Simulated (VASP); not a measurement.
Consider the following.

```
CELL_PARAMETERS angstrom
      0.00000     2.63519     2.63519
      2.63519     0.00000     2.63519
      2.63519     2.63519     0.00000
ATOMIC_POSITIONS crystal
  K  0.00000 0.00000 0.00000
  F  0.50000 0.50000 0.50000
```

Computed with revTPSS meta-GGA, VASP's PBE PAW potentials (set 64) (plane waves; VASP). Numerical set-up: 520 eV cut-off, 9×9×9 Γ-centred mesh, Gaussian smearing of 0.050 eV, potentials K_sv F.

### Question
Estimate the energy per atom (σ→0), pressure, band gap (on the k-mesh) with the smallest direct gap where there is one.

### Answer

| Item | Value |
|---|---|
| band gap (on the k-mesh) | 6.76 eV |
| smallest direct gap (on the k-mesh) | 6.76 eV |
| energy per atom (σ→0) | -5.208 eV/atom |
| pressure | 2.24 GPa |

The absolute energy has meaning only against runs of the same code, potentials and settings.

The compound is KF in the rock salt structure. This cell is one point of a volume scan, at 0.94 of the reference volume.
